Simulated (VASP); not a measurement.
Energy against volume of CeO2 (fluorite). All values below come from revPBE GGA, VASP's PBE PAW potentials (set 64) (plane waves; VASP 6.6.1). Settings: 520 eV cut-off, 7×7×7 Γ-centred mesh, Gaussian smearing of 0.050 eV, potentials Ce O.

| V (Å³/atom) | E (eV/atom) |
|---|---|
| 12.981 | -8.34235 |
| 13.395 | -8.36522 |
| 13.810 | -8.37305 |
| 14.224 | -8.36799 |

### Question
Fit these four points and predict the energy of the run at 14.638 Å³/atom.

### Answer
A cubic in V^(−2/3), the third-order Birch-Murnaghan form, passes through the four points with V0 = 13.84 Å³/atom and B0 = 164 GPa, and gives -8.3519 eV/atom there. The run gave -8.3521 eV/atom, -0.2 meV/atom from the fit; all five points give B0 = 163 GPa.

The compound is CeO2 in the fluorite structure. It was relaxed first. The run is not spin-polarised, so no magnetic state was tried.
